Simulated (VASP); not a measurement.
Calculation: HSE06 screened hybrid, VASP's PBE PAW potentials (set 64) (plane waves; VASP).

A VASP calculation is set up with these files.

File KPOINTS:
```
Automatic
0
G
1 1 1
0 0 0
```

File POSCAR:
```
Ga32OP31
1
   11.0671092084     0.0000000000     0.0000000000
    0.0000000000    11.0671092084     0.0000000000
    0.0000000000     0.0000000000    11.0671092084
Ga P O
32 31 1
Direct
  0.4990093707   0.0016357140   0.0016227643
  0.7500529115   0.2503159534   0.9999394879
  0.7499502846   0.9999470080   0.2498020547
  0.0002905366   0.9996848910   0.9995072845
  0.2516695771   0.2495257692   0.0013866377
  0.5002858003   0.5002458513   0.9996379416
  0.7505462585   0.7482068334   0.0014762298
  0.2515413214   0.0016652895   0.2492973582
  0.5089299140   0.2583563955   0.2581407555
  0.7408479996   0.4905957542   0.2593322036
  0.5001463615   0.0000674201   0.4999677210
  0.7407088562   0.2595455698   0.4894922237
  0.7505893464   0.0019390581   0.7482562434
  0.9981539614   0.5009198617   0.0017441525
  0.2495172119   0.7504560998   0.9996824743
  0.9999671040   0.2499281690   0.2496307587
  0.2492199070   0.4998104453   0.2499243582
  0.5003648064   0.7504103537   0.2497649306
  0.9981175046   0.0017969493   0.5007438948
  0.2493600034   0.2497873861   0.4997551800
  0.5061077936   0.4940669043   0.4942573771
  0.7501100788   0.7505045218   0.4996905600
  0.2495814465   0.9996612255   0.7503433320
  0.5006411809   0.2496399055   0.7501166612
  0.7502672623   0.4993466782   0.7500603345
  0.9982264181   0.7485002657   0.2495626731
  0.9999526807   0.4998415664   0.5002285231
  0.2513833491   0.7485623388   0.5008043580
  0.9981709175   0.2494551002   0.7483194594
  0.2512941499   0.5007755920   0.7487162460
  0.4992035185   0.7490463598   0.7486554262
  0.0003106266   0.7503714939   0.7504539402
  0.6259154461   0.1288157336   0.1285771996
  0.8710587020   0.3742845377   0.1289670061
  0.8711479334   0.1288151950   0.3737841516
  0.1250741222   0.1252265927   0.1248960234
  0.3789797521   0.3763774104   0.1288269652
  0.6241264034   0.6207940535   0.1292063153
  0.8746817924   0.8749792592   0.1249304159
  0.3790463840   0.1291323185   0.3759228796
  0.8709427223   0.6209352164   0.3761530601
  0.6243926656   0.1293985951   0.6203284635
  0.8706805346   0.3754860247   0.6204914084
  0.8747574821   0.1252899983   0.8750606583
  0.1247794810   0.6251422201   0.1251784730
  0.3750670164   0.8749626579   0.1251737622
  0.1246571977   0.3748404745   0.3749451698
  0.3785081893   0.6214403353   0.3736115951
  0.6249857527   0.8752038891   0.3748359508
  0.1248074014   0.1250656707   0.6250373149
  0.3784157912   0.3734606292   0.6215858889
  0.6264247664   0.6216548032   0.6216533882
  0.8748032404   0.8750818384   0.6250377965
  0.3752025786   0.1251138379   0.8747867778
  0.6250608033   0.3749352263   0.8749531605
  0.8748122518   0.6247005730   0.8747742438
  0.1250004225   0.8751964553   0.3750608970
  0.1249126017   0.6248528330   0.6250045717
  0.3750897708   0.8751825098   0.6247885560
  0.1246307368   0.3750073177   0.8749849997
  0.3751640538   0.6251158437   0.8749486175
  0.6251298094   0.8753515472   0.8750413316
  0.1250132603   0.8750122821   0.8749686757
  0.6275784746   0.3734473958   0.3736057365
```

INCAR:
```
SYSTEM = Ga32OP31
PREC = Normal; ENCUT = 400; LREAL = Auto
LASPH = .True.; ISYM = 0; NELECT = 256.0
EDIFF = 1E-5; NELM = 50; NELMIN = 4
ALGO = Normal; LMAXMIX = 4
ISMEAR = 0; SIGMA = 0.05
GGA = PE; LHFCALC = .True.; AEXX = 0.25
HFSCREEN = 0.2; PRECFOCK = Fast
ISIF = 0
LWAVE = .False.; LCHARG = .False.
```

POTCAR, in this order: Ga P O (PBE.64 set). Program: vasp_gam. Read from the step before: WAVECAR.

Question: What will the output report for the number of irreducible k-points (NKPTS), largest plane-wave count, FFT grid (NGX, NGY, NGZ)?

Answer: 
```yaml
number of irreducible k-points (NKPTS): 1
largest_plane_wave_count: 12287
FFT grid (NGX, NGY, NGZ): 54 × 54 × 54
```

The cell is a supercell with a defect, built from GaP (zinc blende): O_P, charge +1. The cell's shape comes from a PBE relaxation. The run is not spin-polarised, so no state with unpaired spins was tried.
